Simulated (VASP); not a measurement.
```yaml
crystal:
  lattice:
    - [0.00000, 2.90646, 2.90646]
    - [2.90646, 0.00000, 2.90646]
    - [2.90646, 2.90646, 0.00000]
  atoms:
    - { symbol: Zn, position: [0.00000, 0.00000, 0.00000] }
    - { symbol: Se, position: [0.25000, 0.25000, 0.25000] }
```

All values below come from RPBE GGA, VASP's PBE PAW potentials (set 64) (plane waves; VASP). Settings: 520 eV cut-off, 9×9×9 Γ-centred mesh, tetrahedra with Blöchl corrections, potentials Zn Se.

Task: The job: ZnSe (zinc blende), 2 atoms, RPBE, static run, 520 eV, 9×9×9 Γ-centred mesh. Roughly how much core time does it take on a busy server core?

Result: About 40 core-seconds (one run on a shared machine, a rough figure). It had 35 irreducible k-points, 13 bands, up to 1363 plane waves and 15 electronic steps.

The compound is ZnSe in the zinc blende structure. It was relaxed first, which changed the volume by +8 %.
